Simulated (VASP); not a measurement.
# A first-principles U for ErB2, part 3 of 3

Wanted: U by linear response. The start is a cell from a database of measured crystal structures.

VASP 6.6.1, plane waves and PAW; the level of theory is named at each step.

Still holding for the runs below: The cell holds one magnetic atom, so no antiferromagnetic order fits into it. The k-mesh is coarse for a metal. Without U or exact exchange the f electrons of Er come out too delocalised, which can shrink the cell and pin f bands at the Fermi level.

So far. Step 8 (Shifted potential, relaxed density, alpha 0.1): The run ends at a pressure of -10.63 GPa.

## (9) Shifted potential, frozen density, alpha 0.2

Level of this step: LDA, with a shift of one shell's potential, spin-polarised from a ferromagnetic start (one magnetic atom a cell); plane waves and PAW (Er, B) (VASP).

INCAR

```
SYSTEM = ErB2
PREC = Accurate
ENCUT = 420
EDIFF = 1E-06
NELM = 150
ISMEAR = 0
SIGMA = 0.05
LREAL = .FALSE.
ALGO = Normal
GGA = CA
NBANDS = 21
ISPIN = 2
MAGMOM = 3 0 0
LASPH = .TRUE.
LMAXMIX = 6
AMIX = 0.2
BMIX = 1E-04
AMIX_MAG = 0.8
BMIX_MAG = 1E-04
LORBIT = 11
LWAVE = .FALSE.
LCHARG = .FALSE.
KPAR = 2
LDAU = .TRUE.
LDAUTYPE = 3
LDAUL = 3 -1
LDAUU = 0.2 0
LDAUJ = 0.2 0
ICHARG = 11
```

POSCAR

```
ErB2
1.0
    3.2800000000      0.0000000000      0.0000000000
   -1.6400000000      2.8405633244      0.0000000000
    0.0000000000      0.0000000000      3.7900000000
Er B
1 2
Direct
    0.0000000000      0.0000000000      0.0000000000
    0.6666666667      0.3333333333      0.5000000000
    0.3333333333      0.6666666667      0.5000000000
```

KPOINTS

```
Automatic mesh
0
Gamma
5 5 4
0 0 0
```

Potentials, in the order of the species: Er and B (PBE family, release 64).

The run starts from files that an earlier step left in the folder.

Command:

```console
mpirun -np 2 vasp_std
```

Output:

```text
[... set-up lines as in an earlier step ...]
 entering main loop
       N       E                     dE             d eps       ncg     rms          rms(c)
DAV:   1    -0.238905763475E+02   -0.23891E+02   -0.83062E-02  1748   0.624E+00
DAV:   2    -0.238906164054E+02   -0.40058E-04   -0.40058E-04  1578   0.110E-01
DAV:   3    -0.238906187217E+02   -0.23163E-05   -0.23165E-05  1957   0.386E-02
DAV:   4    -0.238906187703E+02   -0.48603E-07   -0.48335E-07   959   0.533E-03
   1 F= -.23890619E+02 E0= -.23884464E+02  d E =-.123103E-01  mag=     2.7573
```

Wall time 4.4 s (2 MPI ranks of Intel Xeon 6975P-C (Granite Rapids), shared host); peak memory 0.27 GiB; 7.2 s of CPU time.

OUTCAR, selected parts (step 9):

```text
  Total       -2.3023590     -2.3023590      0.7731660      0.0000000     -0.0000000      0.0000000
  in kB     -104.4638671   -104.4638671     35.0805044      0.0000000     -0.0000000      0.0000000
  external PRESSURE =     -57.9490766 kB  Pullay stress =       0.0000000 kB

 POSITION                                       TOTAL-FORCE (eV/Angst)
 -----------------------------------------------------------------------------------
      0.00000      0.00000      0.00000         0.000000      0.000000     -0.000000
      1.64000      0.94685      1.89500         0.000000      0.000000     -0.000000
     -0.00000      1.89371      1.89500        -0.000000      0.000000      0.000000
 -----------------------------------------------------------------------------------
    total drift:                               -0.000000      0.000000     -0.000000

  FREE ENERGIE OF THE ION-ELECTRON SYSTEM (eV)
  ---------------------------------------------------
  free  energy   TOTEN  =       -23.8906187703 eV

  energy  without entropy=      -23.8783084333  energy(sigma->0) =      -23.88446360

 magnetization (x)
# of ion       s       p       d       f       tot
--------------------------------------------------
    1        0.001  -0.014   0.034   2.374   2.395
    2       -0.000   0.028   0.000   0.000   0.027
    3       -0.000   0.028   0.000   0.000   0.027
--------------------------------------------------
tot          0.000   0.042   0.034   2.374   2.449

[... 2 parts as in an earlier step ...]

[... 1 further part left out ...]
[key lines of the parts left out:]
E-fermi :   3.7436
```

Energy at zero smearing: -23.88446 eV.

## (10) Shifted potential, relaxed density, alpha 0.2

Edit INCAR of step 9 so:

```diff
@@ -28,2 +28 @@
 LDAUJ = 0.2 0
-ICHARG = 11
```

POSCAR is that of step 9.

KPOINTS is that of step 9.

Command:

```console
mpirun -np 2 vasp_std
```

Output:

```text
[... set-up lines as in an earlier step ...]
 entering main loop
       N       E                     dE             d eps       ncg     rms          rms(c)
DAV:   1    -0.238989095925E+02   -0.23899E+02   -0.11238E-01  1786   0.761E+00    0.428E+00
DAV:   2    -0.241846727972E+02   -0.28576E+00   -0.24965E+00  1451   0.472E+01    0.124E+01
DAV:   3    -0.238774306143E+02    0.30724E+00   -0.85608E-01  1597   0.310E+01    0.398E+00
DAV:   4    -0.238665348365E+02    0.10896E-01   -0.87803E-02  2160   0.828E+00    0.111E+00
[...]
DAV:  14    -0.238660482909E+02   -0.17384E-05   -0.46350E-06  1026   0.123E-01    0.352E-02
DAV:  15    -0.238660458177E+02    0.24732E-05   -0.74545E-06  1042   0.112E-01    0.179E-02
DAV:  16    -0.238660455630E+02    0.25472E-06   -0.77947E-07   845   0.215E-02
   1 F= -.23866046E+02 E0= -.23859786E+02  d E =-.125198E-01  mag=     2.7152
```

The job ended after 13 s (2 MPI ranks; peak memory 0.28 GiB).

OUTCAR, selected parts (step 10):

```text
  Total       -2.9884025     -2.9884025     -0.9417141      0.0000000      0.0000000      0.0000000
  in kB     -135.5913992   -135.5913992    -42.7279565      0.0000000      0.0000000      0.0000000
  external PRESSURE =    -104.6369183 kB  Pullay stress =       0.0000000 kB

 POSITION                                       TOTAL-FORCE (eV/Angst)
 -----------------------------------------------------------------------------------
      0.00000      0.00000      0.00000        -0.000000      0.000000     -0.000000
      1.64000      0.94685      1.89500         0.000000     -0.000000      0.000000
     -0.00000      1.89371      1.89500        -0.000000      0.000000     -0.000000
 -----------------------------------------------------------------------------------
    total drift:                               -0.000000      0.000000     -0.000000

  FREE ENERGIE OF THE ION-ELECTRON SYSTEM (eV)
  ---------------------------------------------------
  free  energy   TOTEN  =       -23.8660455630 eV

  energy  without entropy=      -23.8535258009  energy(sigma->0) =      -23.85978568

 magnetization (x)
# of ion       s       p       d       f       tot
--------------------------------------------------
    1        0.000  -0.012   0.029   2.585   2.604
    2       -0.000   0.031   0.000   0.000   0.031
    3       -0.000   0.031   0.000   0.000   0.031
--------------------------------------------------
tot         -0.000   0.050   0.029   2.585   2.665

[... 2 parts as in an earlier step ...]

[... 1 further part left out ...]
[key lines of the parts left out:]
E-fermi :   3.9080
```

Energy at zero smearing: -23.85979 eV.

The run ends at a pressure of -10.46 GPa.

## (11) Summary

This step: linear-response U, LDA; plane waves and PAW (VASP 6.6.1).

This step runs nothing: it gathers the runs above.

This step gave:

- bare response: 1.173 e/eV
- screened response: 0.1330 e/eV
- U from linear response: 6.666 eV

Table of change of the charge in the shell of the shifted atom, thousandths of an electron by potential shift:

```tsv
potential shift (eV)	frozen density (e)	relaxed density (e)
-0.200	-204	-25
-0.100	-129	-12
0.000	0	0
0.100	144	15
0.200	246	28
```

## (12) Outcome

| Property | Result |
| --- | --- |
| U from linear response | 6.67 eV |
| bare response | 1.17 e/eV |
| screened response | 0.133 e/eV |

**Reading.** The 4f electrons of Er run in the valence without U or exact exchange, which tends to pin them at the Fermi level with wrong fillings; moments, orders and energies that hang on them are not reliable. Linear response gives U = 6.7 eV for the f shell of Er. U = 1/χ − 1/χ₀, with χ the screened and χ₀ the bare slope of the shell's charge; in this program a positive shift raises the charge. The charges are printed to three decimals, which adds noise to both slopes. The value belongs to this projector sphere, magnetic state and cell; a small cell changes it, since the images are shifted too. The bare response exceeds the screened one, as it must for a positive U.

[Lines on the potential files, build, host, timing and source positions are cut from VASP's logs without a mark.]

[Logs are printed without paths, hosts, clocks, repeated set-up lines and the standing remarks that a program may print on its own settings, such as how far it seeks lower states.]

[Hosts, paths, dates, database ids (printed as entryN), source tags and the programs' standing remarks are cut or masked in the printed files.]

[In band tables of VASP the shares of atoms and orbitals are scaled to a sum of 1 inside the atoms' spheres.]

[Runs that stopped without an error message from VASP are left out.]
